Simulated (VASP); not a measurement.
## SiMo3: relaxation of cell and atoms with PBE

The system is SiMo3.

```
Si Mo
1.0
     4.88900    0.00000    0.00000
     0.00000    4.88900    0.00000
     0.00000    0.00000    4.88900
Si Mo
2 6
Cartesian
  0.0000 0.0000 0.0000
  2.4445 2.4445 2.4445
  1.2223 0.0000 2.4445
  2.4445 3.6668 0.0000
  3.6668 0.0000 2.4445
  2.4445 1.2223 0.0000
  0.0000 2.4445 3.6668
  0.0000 2.4445 1.2223
```

```yaml
Program: VASP 6.6.1
Task: relaxation of cell and atoms
Functional: PBE
Potentials_or_basis: VASP PAW PBE potentials, release 64 (Si, Mo)
Cutoff: 300 eV
k_mesh: 4 × 4 × 4
Occupations: methfessel-paxton, width 0.1 eV
Spin: no spin polarisation
Further_INCAR_settings: ALGO = Normal; EDIFF = 1e-06; IBRION = 2; EDIFFG = -0.01; NSW = 90; ISIF = 3
```

```json
{"Relaxed volume": "14.65 Å³/atom", "Relaxed cell": "a = 4.894 Å, b = 4.894 Å, c = 4.894 Å, α = 90.00°, β = 90.00°, γ = 90.00°", "Space group after relaxing (to 0.05 Å)": "Pm-3n (No. 223)", "Energy gained by relaxing": "0.1 meV/atom", "Ionic steps": "3", "Pressure after relaxing": "0.0 GPa", "Band gap on the k mesh": "none (metal or under the smearing width)"}
```

Step by step:
```csv
step,energy change (eV),largest force (eV/Å),pressure (GPa),volume (Å³)
1,0.0000,0.0000,0.83,116.86
2,0.0048,0.0000,-1.97,118.14
3,-0.0009,0.0000,0.02,117.22
```

Final structure:
```
CELL_PARAMETERS angstrom
4.89410 0.00000 0.00000
0.00000 4.89410 0.00000
0.00000 0.00000 4.89410
ATOMIC_POSITIONS crystal
Si 0.00000 0.00000 0.00000
Si 0.50000 0.50000 0.50000
Mo 0.25000 0.00000 0.50000
Mo 0.50000 0.75000 0.00000
Mo 0.75000 0.00000 0.50000
Mo 0.50000 0.25000 0.00000
Mo 0.00000 0.50000 0.75000
Mo 0.00000 0.50000 0.25000
```

Levels at points of the mesh, in eV from the Fermi level:
| k point | band 19 | band 20 | band 21 | band 22 | band 23 | band 24 |
| --- | --- | --- | --- | --- | --- | --- |
| (0.00, 0.00, 0.00) | -1.50 | -1.50 | 1.28 | 1.28 | 1.28 | 2.24 |
| (0.50, 0.00, 0.00) | -1.66 | -1.66 | 0.31 | 0.31 | 1.00 | 1.00 |
| (0.50, 0.50, 0.00) | -1.04 | -0.82 | -0.82 | -0.71 | -0.62 | -0.35 |
| (0.50, 0.50, 0.50) | -1.15 | -1.15 | -1.15 | -1.15 | -1.15 | -1.15 |

It took 24 s on 2 MPI ranks on AMD EPYC 7R13 Processor (Zen 3) (shared host), peak memory 0.13 GiB a rank.

Caveat: the cutoff is under 1.25 times the usual one of these potentials, so pressure, stress and relaxed cells hold a basis-set (Pulay) error. Zero-point motion and thermal expansion aren't in these numbers.
